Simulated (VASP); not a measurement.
Crystal: Ga4As3N.

```
Ga N As
1.0
     0.00000   -2.71969   -2.71969
     2.71969    5.43939   -2.71969
     5.43939   -2.71969    2.71969
Ga N As
4 1 3
Direct
  0.75000 0.50000 0.25000
  0.50000 0.00000 0.50000
  0.25000 0.50000 0.75000
  0.00000 0.00000 0.00000
  0.93750 0.87500 0.31250
  0.68750 0.37500 0.56250
  0.43750 0.87500 0.81250
  0.18750 0.37500 0.06250
```

The cell comes from a database or a generator and needn't be the stable form of this composition.

| Property | Result |
| --- | --- |
| Program | VASP 6.6.1 |
| Task | relaxation of cell and atoms |
| Functional | PBEsol |
| Potentials or basis | VASP PAW PBE potentials, release 64 (Ga_d, N, As) |
| Cutoff | 600 eV |
| k mesh | 2 × 2 × 2 |
| Occupations | gaussian, width 0.02 eV |
| Spin | no spin polarisation |

At the start: pressure 1.8 GPa; volume 20.12 Å³/atom.

Task: How do energy, volume and symmetry change on relaxing?

Result: Over 33 steps the energy falls by 288.8 meV/atom and the volume is 19.57 Å³/atom (-2.7 %); space group Cm (No. 8, to 0.05 Å).

Step by step:
```csv
step,energy change (eV),largest force (eV/Å),pressure (GPa),volume (Å³)
1,0.0000,3.1257,1.79,160.93
2,-1.1882,2.1500,-1.74,166.09
3,-1.6080,1.3936,-4.00,171.16
4,-2.0471,1.6098,0.62,159.01
5,-2.0773,1.2544,-0.60,161.28
6,-2.2397,0.5265,-0.02,157.70
7,-2.2400,0.5286,-0.05,157.84
8,-2.2859,0.2391,0.18,156.84
9,-2.2892,0.2839,0.28,156.49
10,-2.2998,0.1372,-0.17,157.22
11,-2.3000,0.1506,-0.24,157.34
12,-2.3050,0.1485,-0.02,156.82
13,-2.3051,0.1758,0.04,156.73
14,-2.3076,0.0870,0.01,156.60
15,-2.3077,0.0994,0.01,156.58
16,-2.3090,0.0465,0.00,156.58
17,-2.3090,0.0453,0.01,156.58
18,-2.3095,0.0281,-0.01,156.60
19,-2.3095,0.0289,-0.01,156.60
20,-2.3097,0.0228,0.02,156.55
21,-2.3097,0.0300,0.04,156.52
22,-2.3099,0.0218,-0.01,156.60
23,-2.3100,0.0238,-0.05,156.68
24,-2.3100,0.0516,-0.13,156.83
25,-2.3100,0.0367,-0.08,156.75
26,-2.3101,0.0314,-0.10,156.73
27,-2.3103,0.0189,-0.04,156.68
28,-2.3103,0.0409,0.01,156.57
29,-2.3103,0.0269,-0.03,156.63
30,-2.3103,0.0303,-0.04,156.62
31,-2.3104,0.0186,0.03,156.53
32,-2.3104,0.0136,0.05,156.49
33,-2.3105,0.0085,0.01,156.55
```

Final structure:
```xyz
8
Lattice="0.0000 -2.9067 -2.9067 2.5372 5.5193 -2.6125 4.9528 -2.6769 2.6769" Properties=species:S:1:pos:R:3 pbc="T T T"
Ga    2.7264    0.1500   -3.0567
Ga    4.5566    2.7186   -2.7186
Ga    4.9395   -0.0048    0.0048
Ga    2.6919    2.4472   -5.3540
N     3.7614    1.2911   -4.1978
As    3.6444   -1.4839   -1.4228
As    6.2641    1.4148   -1.4148
As    1.4665    1.3160   -1.3160
```

Caveat: the k mesh is coarse (spacing up to 0.85 Å⁻¹), so the values aren't converged; the PAW data sets were made with another functional, which shifts forces and pressure a little.
